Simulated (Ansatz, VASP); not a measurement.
**Al2Ge2Os in VASP and in Ansatz**

```
CELL_PARAMETERS angstrom
2.11401 3.66158 0.00000
-2.11401 3.66158 0.00000
0.00000 0.00000 5.26931
ATOMIC_POSITIONS crystal
Os 0.00000 0.00000 0.00000
Ge 0.33333 0.33333 0.32554
Ge 0.66667 0.66667 0.67446
Al 0.33333 0.33333 0.83163
Al 0.66667 0.66667 0.16837
```

Alike in both runs: functional PBEsol; k mesh 8 × 8 × 5; no spin polarisation.

Ansatz relaxed the structure, and its values are those at the end. VASP's run is a single point on that final structure, the one shown.

|  | VASP | Ansatz |
| --- | --- | --- |
| version | VASP 6.6.1 | Ansatz 0.2.0 |
| potentials or method | VASP PAW PBE potentials, release 64 (Os, Ge_d, Al) | PAW plane waves |
| plane-wave cutoff (eV) | 520 | 420 |
| occupations | fermi-dirac, width 0.1 eV | fermi-dirac |
| valence electrons in the cell | 42 | 50 |

|  | VASP | Ansatz | Ansatz less VASP |
| --- | --- | --- | --- |
| pressure (GPa) | 0.1 | 0.0 | -0.08 |
| rms of the force components (eV/Å) | 0.007 | 0.001 | -0.0059 |

The two sets of potentials don't hold the same shells in valence. Ansatz warned: «structure_snapped_to_symmetry».

Caveats: the PAW data sets were made with another functional, which shifts forces and pressure a little (VASP). Spin-orbit coupling is left out, which matters for the levels of Os.
